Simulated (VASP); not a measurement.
An input for Quantum ESPRESSO's pw.x (written as the equivalent of a VASP run, and not itself run):

```
&CONTROL
  calculation = 'scf'
  pseudo_dir = './pseudo'
  outdir = './out'
  tprnfor = .true.
  tstress = .true.
/
&SYSTEM
  ibrav = 0
  nat = 2
  ntyp = 2
  ecutwfc = 84
  occupations = 'smearing'
  smearing = 'gaussian'
  degauss = 0.00735
  input_dft = 'pbe'
/
&ELECTRONS
  conv_thr = 7.3e-08
  electron_maxstep = 100
/
ATOMIC_SPECIES
  Ta 180.948 Ta.upf
  N 14.007 N.upf
CELL_PARAMETERS angstrom
     0.0000000    2.2345440    2.2345440
     2.2345440    0.0000000    2.2345440
     2.2345440    2.2345440    0.0000000
ATOMIC_POSITIONS crystal
  Ta   0.5000000  0.5000000  0.5000000
  N    0.0000000  0.0000000  0.0000000
K_POINTS automatic
  9 9 9 0 0 0
```

Task: Translate this input to VASP (INCAR, KPOINTS, POSCAR, choice of POTCAR).

Result: One answer among several that fit: 
### INCAR
```
SYSTEM = TaN
PREC = Accurate
ENCUT = 520
EDIFF = 1E-6
NELM = 100
ALGO = Normal
LREAL = .FALSE.
LASPH = .TRUE.
ISMEAR = 0
SIGMA = 0.1
GGA = PE
LMAXMIX = 6
LWAVE = .FALSE.
LCHARG = .FALSE.
ISIF = 2
```

**POSCAR**
```
TaN
1
    0.0000000000     2.2345440000     2.2345440000
    2.2345440000     0.0000000000     2.2345440000
    2.2345440000     2.2345440000     0.0000000000
Ta N
1 1
Direct
  0.5000000000   0.5000000000   0.5000000000
  0.0000000000   0.0000000000   0.0000000000
```

File KPOINTS:
```
Automatic mesh
0
Gamma
9 9 9
0 0 0
```

POTCAR, in this order: Ta_pv N (PBE.64 set). Program: vasp_std.

What does not carry over: the potentials are each code's own (VASP's PAW set, PseudoDojo norm-conserving files in pw.x), so ENCUT and ecutwfc are chosen apart and not converted; conv_thr bounds pw.x's estimated SCF error, while EDIFF bounds the energy change between steps.

The structure comes from a computed database's TaN entry; how it stands against other phases isn't given here. The cell was not relaxed at this level. The run is one of a series of settings (ENCUT = 520 against the base run), some of them coarse on purpose.
